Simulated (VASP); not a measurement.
OSZICAR of a VASP run on VC31Si31:

### OSZICAR
```
...
DAV:   1    -0.467778428743E+03    0.25338E+00   -0.22380E+02   704   0.478E+01    0.509E+00
RMM:   2    -0.469247278868E+03   -0.14689E+01   -0.12897E+01   656   0.900E+00    0.112E+01
RMM:   3    -0.468655897845E+03    0.59138E+00   -0.17767E+00   671   0.327E+00    0.413E+00
RMM:   4    -0.468590799575E+03    0.65098E-01   -0.34149E-01   658   0.127E+00    0.265E+00
RMM:   5    -0.468568237904E+03    0.22562E-01   -0.14408E-01   680   0.790E-01    0.960E-01
RMM:   6    -0.468571445815E+03   -0.32079E-02   -0.34568E-02   729   0.402E-01    0.405E-01
RMM:   7    -0.468572011994E+03   -0.56618E-03   -0.63490E-03   712   0.188E-01    0.292E-01
RMM:   8    -0.468571744466E+03    0.26753E-03   -0.22389E-03   724   0.101E-01    0.872E-02
RMM:   9    -0.468571793231E+03   -0.48765E-04   -0.63160E-04   746   0.473E-02    0.424E-02
RMM:  10    -0.468571796748E+03   -0.35164E-05   -0.10570E-04   614   0.223E-02    0.214E-02
RMM:  11    -0.468571796037E+03    0.71098E-06   -0.33908E-05   448   0.119E-02
   2 F= -.46857180E+03 E0= -.46857180E+03  d E =-.539981E+00  mag=     3.0000
       N       E                     dE             d eps       ncg     rms          rms(c)
DAV:   1    -0.468639190410E+03   -0.67394E-01   -0.22112E+01   736   0.152E+01    0.156E+00
RMM:   2    -0.468718349812E+03   -0.79159E-01   -0.89280E-01   656   0.233E+00    0.208E+00
RMM:   3    -0.468710195662E+03    0.81542E-02   -0.11376E-01   679   0.824E-01    0.791E-01
RMM:   4    -0.468705245805E+03    0.49499E-02   -0.28291E-02   671   0.378E-01    0.526E-01
RMM:   5    -0.468704462531E+03    0.78327E-03   -0.12578E-02   665   0.244E-01    0.222E-01
RMM:   6    -0.468704829206E+03   -0.36667E-03   -0.22870E-03   755   0.116E-01    0.135E-01
RMM:   7    -0.468704779840E+03    0.49367E-04   -0.40604E-04   700   0.488E-02    0.527E-02
RMM:   8    -0.468704790255E+03   -0.10416E-04   -0.19522E-04   663   0.280E-02    0.193E-02
RMM:   9    -0.468704791441E+03   -0.11855E-05   -0.33172E-05   459   0.137E-02
   3 F= -.46870479E+03 E0= -.46870479E+03  d E =-.672976E+00  mag=     3.0000
       N       E                     dE             d eps       ncg     rms          rms(c)
DAV:   1    -0.468714120630E+03   -0.93304E-02   -0.14834E+01   728   0.129E+01    0.127E+00
RMM:   2    -0.468797032154E+03   -0.82912E-01   -0.83632E-01   657   0.218E+00    0.231E+00
RMM:   3    -0.468782144006E+03    0.14888E-01   -0.10828E-01   690   0.780E-01    0.810E-01
RMM:   4    -0.468779017267E+03    0.31267E-02   -0.20760E-02   657   0.316E-01    0.578E-01
RMM:   5    -0.468778348852E+03    0.66842E-03   -0.11694E-02   665   0.230E-01    0.218E-01
RMM:   6    -0.468778664629E+03   -0.31578E-03   -0.22149E-03   735   0.111E-01    0.114E-01
RMM:   7    -0.468778595286E+03    0.69343E-04   -0.48245E-04   705   0.487E-02    0.476E-02
RMM:   8    -0.468778607454E+03   -0.12168E-04   -0.26020E-04   663   0.314E-02    0.237E-02
RMM:   9    -0.468778601728E+03    0.57263E-05   -0.36089E-05   482   0.164E-02
   4 F= -.46877860E+03 E0= -.46877860E+03  d E =-.738103E-01  mag=     3.0000
       N       E                     dE             d eps       ncg     rms          rms(c)
DAV:   1    -0.468779396830E+03   -0.78938E-03   -0.30364E-01   768   0.185E+00    0.185E-01
RMM:   2    -0.468780887481E+03   -0.14907E-02   -0.16265E-02   656   0.299E-01    0.274E-01
RMM:   3    -0.468780739096E+03    0.14839E-03   -0.19794E-03   692   0.107E-01    0.986E-02
RMM:   4    -0.468780683221E+03    0.55875E-04   -0.48152E-04   664   0.482E-02    0.735E-02
RMM:   5    -0.468780672325E+03    0.10896E-04   -0.25168E-04   658   0.341E-02    0.281E-02
RMM:   6    -0.468780679662E+03   -0.73370E-05   -0.43440E-05   490   0.161E-02
   5 F= -.46878068E+03 E0= -.46878068E+03  d E =-.758882E-01  mag=     3.0000
       N       E                     dE             d eps       ncg     rms          rms(c)
DAV:   1    -0.468783208762E+03   -0.25364E-02   -0.33146E+00   752   0.625E+00    0.595E-01
RMM:   2    -0.468801656175E+03   -0.18447E-01   -0.21317E-01   657   0.104E+00    0.372E-01
RMM:   3    -0.468803797487E+03   -0.21413E-02   -0.25295E-02   668   0.350E-01    0.363E-01
RMM:   4    -0.468803632495E+03    0.16499E-03   -0.50869E-03   711   0.171E-01    0.306E-01
RMM:   5    -0.468803332713E+03    0.29978E-03   -0.15626E-03   673   0.914E-02    0.112E-01
RMM:   6    -0.468803384396E+03   -0.51683E-04   -0.48014E-04   685   0.489E-02    0.526E-02
RMM:   7    -0.468803393136E+03   -0.87408E-05   -0.79412E-05   575   0.224E-02
   6 F= -.46880339E+03 E0= -.46880339E+03  d E =-.227135E-01  mag=     3.0000
       N       E                     dE             d eps       ncg     rms          rms(c)
DAV:   1    -0.468803394132E+03   -0.97368E-05   -0.40623E-03   800   0.219E-01    0.214E-02
RMM:   2    -0.468803418628E+03   -0.24496E-04   -0.25856E-04   639   0.356E-02    0.315E-02
RMM:   3    -0.468803415960E+03    0.26683E-05   -0.29752E-05   413   0.127E-02    0.111E-02
RMM:   4    -0.468803415453E+03    0.50651E-06   -0.67864E-06   393   0.612E-03
   7 F= -.46880342E+03 E0= -.46880342E+03  d E =-.227358E-01  mag=     3.0000
       N       E                     dE             d eps       ncg     rms          rms(c)
DAV:   1    -0.468807572858E+03   -0.41569E-02   -0.13772E+00   728   0.396E+00    0.346E-01
RMM:   2    -0.468813128512E+03   -0.55557E-02   -0.63620E-02   656   0.581E-01    0.323E-01
RMM:   3    -0.468813533958E+03   -0.40545E-03   -0.80235E-03   673   0.205E-01    0.240E-01
RMM:   4    -0.468813215129E+03    0.31883E-03   -0.14307E-03   681   0.940E-02    0.827E-02
RMM:   5    -0.468813188661E+03    0.26468E-04   -0.56684E-04   667   0.518E-02    0.437E-02
RMM:   6    -0.468813213323E+03   -0.24663E-04   -0.16118E-04   742   0.284E-02    0.171E-02
RMM:   7    -0.468813215871E+03   -0.25478E-05   -0.23860E-05   429   0.121E-02
   8 F= -.46881322E+03 E0= -.46881322E+03  d E =-.980042E-02  mag=     3.0000
       N       E                     dE             d eps       ncg     rms          rms(c)
DAV:   1    -0.468813061155E+03    0.15217E-03   -0.32699E-01   760   0.193E+00    0.169E-01
RMM:   2    -0.468814396908E+03   -0.13358E-02   -0.15253E-02   656   0.286E-01    0.158E-01
RMM:   3    -0.468814492505E+03   -0.95597E-04   -0.19173E-03   671   0.101E-01    0.117E-01
RMM:   4    -0.468814420789E+03    0.71716E-04   -0.37869E-04   686   0.473E-02    0.413E-02
RMM:   5    -0.468814414503E+03    0.62857E-05   -0.13582E-04   662   0.254E-02    0.217E-02
RMM:   6    -0.468814420731E+03   -0.62276E-05   -0.39500E-05   481   0.142E-02
   9 F= -.46881442E+03 E0= -.46881442E+03  d E =-.110053E-01  mag=     3.0000
       N       E                     dE             d eps       ncg     rms          rms(c)
DAV:   1    -0.468815046898E+03   -0.63239E-03   -0.93142E-01   696   0.321E+00    0.280E-01
RMM:   2    -0.468818455965E+03   -0.34091E-02   -0.38976E-02   656   0.465E-01    0.357E-01
RMM:   3    -0.468818356647E+03    0.99318E-04   -0.52273E-03   676   0.169E-01    0.152E-01
RMM:   4    -0.468818203249E+03    0.15340E-03   -0.10578E-03   689   0.754E-02    0.721E-02
RMM:   5    -0.468818176266E+03    0.26983E-04   -0.38757E-04   667   0.431E-02    0.299E-02
RMM:   6    -0.468818195379E+03   -0.19113E-04   -0.10149E-04   647   0.228E-02    0.155E-02
RMM:   7    -0.468818196124E+03   -0.74489E-06   -0.14837E-05   408   0.938E-03
  10 F= -.46881820E+03 E0= -.46881820E+03  d E =-.377539E-02  mag=     3.0000
       N       E                     dE             d eps       ncg     rms          rms(c)
DAV:   1    -0.468818198856E+03   -0.34774E-05   -0.18959E-03   776   0.144E-01    0.132E-02
RMM:   2    -0.468818206287E+03   -0.74308E-05   -0.85428E-05   503   0.226E-02    0.174E-02
RMM:   3    -0.468818206079E+03    0.20782E-06   -0.11416E-05   394   0.860E-03    0.701E-03
RMM:   4    -0.468818205812E+03    0.26721E-06   -0.30418E-06   371   0.427E-03
  11 F= -.46881821E+03 E0= -.46881821E+03  d E =-.378508E-02  mag=     3.0000
       N       E                     dE             d eps       ncg     rms          rms(c)
DAV:   1    -0.468818250565E+03   -0.44485E-04   -0.29139E-01   712   0.184E+00    0.157E-01
RMM:   2    -0.468819423317E+03   -0.11728E-02   -0.13788E-02   656   0.263E-01    0.138E-01
RMM:   3    -0.468819535447E+03   -0.11213E-03   -0.17663E-03   674   0.927E-02    0.117E-01
RMM:   4    -0.468819465015E+03    0.70432E-04   -0.34576E-04   684   0.441E-02    0.376E-02
RMM:   5    -0.468819462309E+03    0.27062E-05   -0.11826E-04   643   0.232E-02    0.194E-02
RMM:   6    -0.468819467164E+03   -0.48548E-05   -0.30680E-05   448   0.126E-02
  12 F= -.46881947E+03 E0= -.46881947E+03  d E =-.126135E-02  mag=     3.0000
       N       E                     dE             d eps       ncg     rms          rms(c)
DAV:   1    -0.468819466862E+03   -0.45533E-05   -0.20833E-03   784   0.156E-01    0.147E-02
RMM:   2    -0.468819476427E+03   -0.95649E-05   -0.10218E-04   494   0.225E-02    0.171E-02
RMM:   3    -0.468819476616E+03   -0.18827E-06   -0.13866E-05   401   0.851E-03    0.947E-03
RMM:   4    -0.468819476332E+03    0.28341E-06   -0.24433E-06   350   0.398E-03
  13 F= -.46881948E+03 E0= -.46881948E+03  d E =-.127052E-02  mag=     3.0000
       N       E                     dE             d eps       ncg     rms          rms(c)
DAV:   1    -0.468819200913E+03    0.27570E-03   -0.13326E-01   712   0.126E+00    0.108E-01
RMM:   2    -0.468819833317E+03   -0.63240E-03   -0.72812E-03   656   0.184E-01    0.488E-02
RMM:   3    -0.468819894394E+03   -0.61077E-04   -0.81774E-04   667   0.593E-02    0.375E-02
RMM:   4    -0.468819904412E+03   -0.10018E-04   -0.13598E-04   654   0.258E-02    0.437E-02
RMM:   5    -0.468819894885E+03    0.95269E-05   -0.37550E-05   454   0.143E-02
  14 F= -.46881989E+03 E0= -.46881989E+03  d E =-.418553E-03  mag=     3.0000
```

Which electronic solver shows in the log?

It is blocked Davidson (ALGO = Normal, or the opening steps of other solvers) and then RMM-DIIS (ALGO = Fast or VeryFast). The INCAR had ALGO = Fast.

How was spin treated?

Collinear spin (ISPIN = 2): the summary line carries one mag value, 3.00 μB in the cell.

Can the final energy be trusted as converged?

Self-consistency was reached. It stopped with EDIFF = 1E-5, NELM = 100, NSW = 70 and EDIFFG = -0.03 after 14 ionic steps (PBE GGA, plane waves, VASP's PBE PAW potentials (set 64)).  The supercell is sampled at Γ alone, which is coarse: total energies, pressure and levels can be off, energies of defects by several tenths of an eV.

The cell is a supercell with a defect, built from SiC (zinc blende): V_Si-vac_C. The total moment is imposed (NUPDOWN), so this need not be the lowest spin state.
